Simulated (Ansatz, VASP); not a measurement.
# TiO2 (TiO2 (I4_1/amd)): VASP beside Ansatz, part 2 of 2

One calculation is typed for both programs; each brings its own data sets. How far apart do they land? Of the first pair: The cell is taken from a series of runs on this material, whose earlier steps may have relaxed, scaled, displaced or heated it; both programs get it as it stands.

VASP 6.6.1 and Ansatz 0.2.0.

So far. Step 2 (VASP: single point, r2SCAN, pair 1): The run ends at a pressure of 0.99 GPa, with forces up to 0.024 eV/Å.

## Step 5: Ansatz: relaxation, r2SCAN

Level of this step: Ansatz beside VASP: Kohn-Sham DFT, plane waves, r2SCAN (Ansatz).

This run makes the geometry at which the two programs are then compared. This pair takes another cell of the material, with 96 atoms against 6 for the pair before.

The structure compared here is the end of the Ansatz relaxation.

input.yaml

```yaml
crystal:
  lattice:
    - [7.5544556283, 7.5544556283, 0.0]
    - [-7.5544556283, 7.5544556283, 0.0]
    - [0.0, 0.0, 9.5930938415]
  atoms:
    - { symbol: Ti, position: [0.0, 0.0, 0.0] }
    - { symbol: Ti, position: [0.0, 0.25, 0.5] }
    - { symbol: Ti, position: [0.25, 0.0, 0.5] }
    - { symbol: Ti, position: [0.25, 0.25, 0.0] }
    - { symbol: Ti, position: [0.125, 0.125, 0.25] }
    - { symbol: Ti, position: [0.125, 0.375, 0.75] }
    - { symbol: Ti, position: [0.375, 0.125, 0.75] }
    - { symbol: Ti, position: [0.375, 0.375, 0.25] }
    - { symbol: O, position: [0.125, 0.125, 0.4571603797] }
    - { symbol: O, position: [0.125, 0.375, 0.9571603797] }
    - { symbol: O, position: [0.375, 0.125, 0.9571603797] }
    - { symbol: O, position: [0.375, 0.375, 0.4571603797] }
    - { symbol: O, position: [0.0, 0.0, 0.2071603797] }
    - { symbol: O, position: [0.0, 0.25, 0.7071603797] }
    - { symbol: O, position: [0.25, 0.0, 0.7071603797] }
    - { symbol: O, position: [0.25, 0.25, 0.2071603797] }
    - { symbol: O, position: [0.125, 0.125, 0.0428396203] }
    - { symbol: O, position: [0.125, 0.375, 0.5428396203] }
    - { symbol: O, position: [0.375, 0.125, 0.5428396203] }
    - { symbol: O, position: [0.375, 0.375, 0.0428396203] }
    - { symbol: O, position: [0.0, 0.0, 0.7928396203] }
    - { symbol: O, position: [0.0, 0.25, 0.2928396203] }
    - { symbol: O, position: [0.25, 0.0, 0.2928396203] }
    - { symbol: O, position: [0.25, 0.25, 0.7928396203] }
    - { symbol: Ti, position: [0.0, 0.5, 0.0] }
    - { symbol: Ti, position: [0.0, 0.75, 0.5] }
    - { symbol: Ti, position: [0.25, 0.5, 0.5] }
    - { symbol: Ti, position: [0.25, 0.75, 0.0] }
    - { symbol: Ti, position: [0.125, 0.625, 0.25] }
    - { symbol: Ti, position: [0.125, 0.875, 0.75] }
[... 60 atom lines left out ...]
    - { symbol: O, position: [0.875, 0.625, 0.5428396203] }
    - { symbol: O, position: [0.875, 0.875, 0.0428396203] }
    - { symbol: O, position: [0.5, 0.5, 0.7928396203] }
    - { symbol: O, position: [0.5, 0.75, 0.2928396203] }
    - { symbol: O, position: [0.75, 0.5, 0.2928396203] }
    - { symbol: O, position: [0.75, 0.75, 0.7928396203] }
basis:
  ecutwfc: 500
  xc_grid: 2
hamiltonian:
  xc: r2scan
  pseudopotentials: { kind: paw, azcp: { folder: soft_1 } }
kpoints:
  mp_grid: { grid: [1, 1, 1] }
scf:
  occupations: { method: fermi_dirac, width: 0.01 }
  max_iter: 100
  lower_state_search: "off"
output:
  forces: true
relax:
  f_tol: 0.015
  max_steps: 60
  escape_saddle: false
checkpoint:
  write: "../pristine.symmetric.run"
  compress: false
  write_wavefunctions: false
  write_every: 100000
```

Run with:

```sh
$ ansatz run input.yaml --threads 32 --pin off --max-ram 131891MiB --backend cuda --events-out ev --progress --plain --runs-dir out
```

Numbers of over 12 decimals in the logs are rounded to 6 here.

Output:

```text
[...]
GPU FFT provider: cuFFT
GPU libraries: cuBLAS 13.8.1, cuFFT 12.4.0, cuSOLVER 12.3.2
[...]
Crystal: 96 atoms, lattice volume = 1094.952 Å³
Basis set: ecut = 500 eV, 27819 PW (Γ), exchange–correlation on 160×160×144 points (8 copies of the dense FFT grid, shifted against one another)
Bands: 480, of which v1, the nominal top of the filled ones, is band 384 counted from 1 (383 counted from 0)
[...]
--- Relaxed structure (2 steps of the walk, 2 accepted, 0 SCFs on fresh bases) ---
  F+E_penalty+E_count = -116682.16973743 eV   max|allowed force component| = 3.561e-3 eV/Å
  atoms:
    - { symbol: Ti, position: [0.0, 0.0, 0.0] }
    - { symbol: Ti, position: [0.0, 0.250000, 0.500000] }
    - { symbol: Ti, position: [0.250000, 0.0, 0.500000] }
    - { symbol: Ti, position: [0.250000, 0.250000, 0.0] }
    - { symbol: Ti, position: [0.125000, 0.125000, 0.250000] }
    - { symbol: Ti, position: [0.125, 0.375000, 0.75] }
  [... 90 more lines of this table ...]
[key lines of the parts left out:]
SCF converged after 2 iterations
Free energy (F): -116682.169737 eV
Fermi energy:    8.080383 eV
```

## Step 6: VASP: single point, r2SCAN, pair 2

The same cell, functional, mesh and smearing now go to VASP, with its own data sets.

INCAR

```
SYSTEM = TiO2
PREC = Accurate
ENCUT = 580
EDIFF = 1E-06
NELM = 120
ISMEAR = -1
SIGMA = 0.01
LREAL = Auto
ALGO = Normal
METAGGA = R2SCAN
LASPH = .TRUE.
NBANDS = 456
LORBIT = 11
LWAVE = .FALSE.
LCHARG = .FALSE.
ISIF = 2
GGA_COMPAT = .FALSE.
EFERMI = MIDGAP
LMIXTAU = .TRUE.
NCORE = 2
```

POSCAR

```
TiO2
1.0
    7.5544556283      7.5544556283      0.0000000000
   -7.5544556283      7.5544556283      0.0000000000
    0.0000000000      0.0000000000      9.5930938415
Ti O
32 64
Direct
    0.0000000000      0.0000000000      0.0000000000
    0.0000000000      0.2500000000      0.5000000000
    0.2500000000      0.0000000000      0.5000000000
    0.2500000000      0.2500000000      0.0000000000
    0.1250000000      0.1250000000      0.2500000000
    0.1250000000      0.3750000000      0.7500000000
    0.3750000000      0.1250000000      0.7500000000
    0.3750000000      0.3750000000      0.2500000000
    0.0000000000      0.5000000000      0.0000000000
    0.0000000000      0.7500000000      0.5000000000
    0.2500000000      0.5000000000      0.5000000000
    0.2500000000      0.7500000000      0.0000000000
    0.1250000000      0.6250000000      0.2500000000
    0.1250000000      0.8750000000      0.7500000000
    0.3750000000      0.6250000000      0.7500000000
    0.3750000000      0.8750000000      0.2500000000
    0.5000000000      0.0000000000      0.0000000000
    0.5000000000      0.2500000000      0.5000000000
    0.7500000000      0.0000000000      0.5000000000
    0.7500000000      0.2500000000      0.0000000000
    0.6250000000      0.1250000000      0.2500000000
    0.6250000000      0.3750000000      0.7500000000
    0.8750000000      0.1250000000      0.7500000000
    0.8750000000      0.3750000000      0.2500000000
    0.5000000000      0.5000000000      0.0000000000
    0.5000000000      0.7500000000      0.5000000000
    0.7500000000      0.5000000000      0.5000000000
    0.7500000000      0.7500000000      0.0000000000
    0.6250000000      0.6250000000      0.2500000000
    0.6250000000      0.8750000000      0.7500000000
[... 60 atom lines left out ...]
    0.8750000000      0.6250000000      0.5428400000
    0.8750000000      0.8750000000      0.0428400000
    0.5000000000      0.5000000000      0.7928400000
    0.5000000000      0.7500000000      0.2928400000
    0.7500000000      0.5000000000      0.2928400000
    0.7500000000      0.7500000000      0.7928400000
```

KPOINTS

```
Automatic mesh
0
Gamma
1 1 1
0 0 0
```

Potentials, in the order of the species: Ti_sv and O (PBE family, release 64).

Run with:

```sh
$ mpirun -np 8 vasp_gam
```

Output:

```text
[banner, memory and clock lines left out]
running    8 mpi-ranks, on    1 nodes
[...]
[... a notice as in an earlier step ...]

 LDA part: xc-table for (None), standard interpolation
 POSCAR, INCAR and KPOINTS ok, starting setup
[...]
entering main loop
       N       E                     dE             d eps       ncg     rms          rms(c)
DAV:   1     0.167160050535E+05    0.16716E+05   -0.45010E+05   912   0.234E+03
DAV:   2     0.303930822621E+04   -0.13677E+05   -0.13222E+05   912   0.726E+02
DAV:   3    -0.978937913834E+03   -0.40182E+04   -0.37998E+04  1136   0.323E+02
DAV:   4    -0.158192148967E+04   -0.60298E+03   -0.59942E+03  1272   0.132E+02
[...]
DAV:  28    -0.111750611940E+04   -0.51067E-04   -0.57960E-05  1096   0.145E-02    0.758E-03
DAV:  29    -0.111750612508E+04   -0.56824E-05   -0.11658E-05  1064   0.571E-03    0.312E-03
DAV:  30    -0.111750612438E+04    0.70476E-06   -0.12598E-06   592   0.265E-03
   1 F= -.11175061E+04 E0= -.11175061E+04  d E =0.000000E+00
```

Parts of OUTCAR (step 6):

```text
  FREE ENERGIE OF THE ION-ELECTRON SYSTEM (eV)
  ---------------------------------------------------
  free  energy   TOTEN  =     -1117.5061243791 eV

  energy  without entropy=    -1117.5061243791  energy(sigma->0) =    -1117.50612438
```

The run ends at a pressure of 1.02 GPa, with forces up to 0.019 eV/Å.

## Step 7: Side by side

What differs besides the data sets and the points named for the pairs above, as far as they apply: the cutoff is 500 eV in Ansatz and 580 eV in VASP (PREC = Accurate, projectors in real space). Total energies have different zeros and are not compared.

Both answers:

```tsv
quantity	Ansatz	VASP	difference
gap on the k mesh (eV)	2.566	2.585	-0.019
```

A gap on the mesh is an upper bound, since the band edges may lie between its points.

## Step 8: What came out

| Quantity | Value |
| --- | --- |
| difference in gap on the k mesh (single point, r2SCAN, pair 1) | -0.018 eV |
| difference in gap on the k mesh (single point, r2SCAN, pair 2) | -0.019 eV |

In words: The difference in gap on the k mesh is -0.019 eV (single point, r2SCAN, pair 2), within the 0.08 eV picked in this series as the mark of a large difference. 1 further run of this series is not shown here. Such differences can come from data sets, numerical settings and the points named under the comparisons, not from the functional's error against experiment.

[Lines on the potential files, build, host, timing and source positions are cut from VASP's logs without a mark.]

[Logs are printed without paths, hosts, clocks, repeated set-up lines and the standing remarks that a program may print on its own settings, such as how far it seeks lower states.]

[Hosts, paths, dates, database ids (printed as entryN), source tags and the programs' standing remarks are cut or masked in the printed files.]
